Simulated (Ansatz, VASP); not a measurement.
**Na2CdH4: VASP beside Ansatz**

```xyz
7
Lattice="0.0000 3.6923 3.6923 3.6923 0.0000 3.6923 3.6923 3.6923 0.0000" Properties=species:S:1:pos:R:3 pbc="T T T"
Na    5.5385    5.5385    5.5385
Na    0.0000    0.0000    0.0000
Cd    3.6923    3.6923    3.6923
H     4.7174    2.6672    4.7174
H     2.6672    2.6672    2.6672
H     2.6672    4.7174    4.7174
H     4.7174    4.7174    2.6672
```

Alike in both runs: task relaxation of cell and atoms; functional PBE; k mesh 6 × 6 × 6; occupations gaussian, width 0.02 eV; no spin polarisation.

```csv
,VASP,Ansatz
version,VASP 6.6.1,Ansatz 0.2.0
potentials or method,"VASP PAW PBE potentials, release 64 (Na_pv, Cd, H)","scalar-relativistic, plane waves, PAW"
plane-wave cutoff (eV),600,420
valence electrons in the cell,30,42
```

|  | VASP | Ansatz | Ansatz less VASP |
| --- | --- | --- | --- |
| gap on the k mesh at the Fermi level, each at its own relaxed structure (eV) | 2.45 | 2.45 | +0.005 |
| relaxed volume (Å³/atom) | 14.42 | 14.42 | +0.002 |
| relaxed cell length with the largest relative difference (Å) | 5.226 | 5.226 | +0.0002 |

The two sets of potentials don't hold the same shells in valence.

A k mesh can miss the band edges.
